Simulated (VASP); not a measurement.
Computed with PBEsol GGA, VASP's PBE PAW potentials (set 64) (plane waves; VASP).

VASP ran on this input.

KPOINTS:
```
K-points
0
gamma
  4 4 4
```

**INCAR**
```
! general
SYSTEM  = Pt3Ti
PREC    = Accurate
ENCUT   = 300
LREAL   = .FALSE.
LASPH   = .TRUE.

! electronic loop
EDIFF   = 1E-6
NELM    = 100
ALGO    = Normal
LMAXMIX = 6

! smearing
ISMEAR  = -1
SIGMA   = 0.05

! functional
GGA     = PS

! ions
ISIF    = 2

! output
LWAVE   = .FALSE.
LCHARG  = .FALSE.
```

### POSCAR
```
Pt3Ti
1
    3.9290160000     0.0000000000     0.0000000000
    0.0000000000     3.9290160000     0.0000000000
    0.0000000000     0.0000000000     3.9290160000
Ti Pt
1 3
Direct
  0.0000000000   0.0000000000   0.0000000000
  0.0000000000   0.5000000000   0.5000000000
  0.5000000000   0.0000000000   0.5000000000
  0.5000000000   0.5000000000   0.0000000000
```

POTCAR, in this order: Ti_sv Pt (PBE.64 set). Program: vasp_std.

Output

### OSZICAR
```
       N       E                     dE             d eps       ncg     rms          rms(c)
DAV:   1     0.273233888277E+03    0.27323E+03   -0.15229E+04   508   0.125E+03
DAV:   2    -0.134512024147E+02   -0.28669E+03   -0.28071E+03   546   0.354E+02
DAV:   3    -0.357055716170E+02   -0.22254E+02   -0.21315E+02   719   0.871E+01
DAV:   4    -0.362662118942E+02   -0.56064E+00   -0.55885E+00   583   0.153E+01
DAV:   5    -0.362835562580E+02   -0.17344E-01   -0.17320E-01   728   0.248E+00    0.222E+01
DAV:   6    -0.342515891242E+02    0.20320E+01   -0.22779E+01   700   0.331E+01    0.142E+01
DAV:   7    -0.337908706139E+02    0.46072E+00   -0.28392E+01   668   0.320E+01    0.101E+01
DAV:   8    -0.329156313015E+02    0.87524E+00   -0.16460E+00   649   0.102E+01    0.469E+00
DAV:   9    -0.328885172849E+02    0.27114E-01   -0.26598E+00   701   0.831E+00    0.364E+00
DAV:  10    -0.327645338163E+02    0.12398E+00   -0.47858E-01   709   0.466E+00    0.643E-01
DAV:  11    -0.327691886802E+02   -0.46549E-02   -0.72957E-03   684   0.607E-01    0.832E-01
DAV:  12    -0.327623144612E+02    0.68742E-02   -0.30189E-02   700   0.108E+00    0.472E-02
DAV:  13    -0.327623567053E+02   -0.42244E-04   -0.39378E-04   582   0.124E-01    0.372E-02
DAV:  14    -0.327623495809E+02    0.71244E-05   -0.16655E-04   759   0.793E-02    0.200E-02
DAV:  15    -0.327623468601E+02    0.27208E-05   -0.11799E-05   680   0.240E-02    0.603E-03
DAV:  16    -0.327623467485E+02    0.11158E-06   -0.62084E-07   315   0.461E-03
   1 F= -.32762347E+02 E0= -.32754170E+02  d E =-.163531E-01
```

OUTCAR:
```
------------------------ aborting loop because EDIFF is reached ----------------------------------------
  FORCE on cell =-STRESS in cart. coord.  units (eV):
  Direction    XX          YY          ZZ          XY          YZ          ZX
  --------------------------------------------------------------------------------------
  Total       -2.5268889     -2.5268889     -2.5268889      0.0000000     -0.0000000      0.0000000
  in kB      -66.7490881    -66.7490881    -66.7490881      0.0000000     -0.0000000      0.0000000
  external PRESSURE =     -66.7490881 kB  Pullay stress =       0.0000000 kB
  volume of cell :       60.65
      direct lattice vectors                 reciprocal lattice vectors
     3.929016000  0.000000000  0.000000000     0.254516653  0.000000000  0.000000000
     0.000000000  3.929016000  0.000000000     0.000000000  0.254516653  0.000000000
     0.000000000  0.000000000  3.929016000     0.000000000  0.000000000  0.254516653
 POSITION                                       TOTAL-FORCE (eV/Angst)
 -----------------------------------------------------------------------------------
      0.00000      0.00000      0.00000         0.000000      0.000000      0.000000
      0.00000      1.96451      1.96451         0.000000      0.000000      0.000000
      1.96451      0.00000      1.96451         0.000000      0.000000      0.000000
      1.96451      1.96451      0.00000         0.000000      0.000000      0.000000
 -----------------------------------------------------------------------------------
    total drift:                                0.000000     -0.000000     -0.000000
  FREE ENERGIE OF THE ION-ELECTRON SYSTEM (eV)
  ---------------------------------------------------
  free  energy   TOTEN  =       -32.7623467485 eV

  energy  without entropy=      -32.7459935994  energy(sigma->0) =      -32.75417017
```
(Selected blocks of OUTCAR.)

At this cut-off the stress carries a Pulay error, which pulls relaxed volumes low.

The structure is a typed Pt3Ti crystal (Pm-3m). The cell was not relaxed at this level. The k-mesh is coarse (spacing up to 0.40 per Å, 2π included), so the numbers may not be converged in it. The run is one of a series of settings (KPOINTS 4×4×4 Γ-centred mesh against the base run), some of them coarse on purpose.
